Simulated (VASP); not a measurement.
The input files of a VASP run:

File KPOINTS:
```
Automatic
0
Gamma
  7 7 7
```

INCAR:
```
SYSTEM = BaF2
PREC = Accurate
ENCUT = 520
EDIFF = 1E-6
NELM = 100
ALGO = Normal
LREAL = .FALSE.
LASPH = .TRUE.
ISMEAR = 0
SIGMA = 0.05
GGA = PE
LMAXMIX = 4
LWAVE = .FALSE.
LCHARG = .FALSE.
IBRION = 2
ISIF = 3
NSW = 60
EDIFFG = -0.01
```

POSCAR:
```
BaF2
1
   -0.0000000000     3.1397935009     3.1397935009
    3.1397935009     0.0000000000     3.1397935009
    3.1397935009     3.1397935009     0.0000000000
Ba F
1 2
Direct
  0.0000000000   0.0000000000   0.0000000000
  0.2500000000   0.2500000000   0.2500000000
  0.7500000000   0.7500000000   0.7500000000
```

POTCAR, in this order: Ba_sv F (PBE.64 set). Program: vasp_std.

Problem. Write an equivalent input for Ansatz.

Solution. One equivalent input (not run):
Ansatz 0.2 input:
```yaml
crystal:
  lattice:
    - [0.0000000, 3.1397935, 3.1397935]
    - [3.1397935, 0.0000000, 3.1397935]
    - [3.1397935, 3.1397935, 0.0000000]
  atoms:
    - { symbol: Ba, position: [0.0000000, 0.0000000, 0.0000000] }
    - { symbol: F, position: [0.2500000, 0.2500000, 0.2500000] }
    - { symbol: F, position: [0.7500000, 0.7500000, 0.7500000] }
kpoints:
  mp_grid: { grid: [7, 7, 7] }
hamiltonian:
  xc: pbe
  pseudopotentials: { kind: paw }
scf:
  occupations: { method: gaussian, width: 0.05 }
  max_iter: 100
relax:
  max_steps: 60
  f_tol: 0.01
  cell: {}
output: { forces: true, stress: true, eigenvalues: true }
```
The two are equivalent in intent, not identical: each code has its own PAW files, so the cut-off isn't converted (ENCUT is set for VASP's; basis.ecutwfc is left out, and Ansatz then takes the one that its files recommend); Ansatz stops its SCF on the density residual and VASP on the energy change (EDIFF).

The compound is BaF2 in the fluorite structure. This run relaxes it. Symmetry was kept, so distortions that lower it aren't found. The start is the result of an earlier pass.
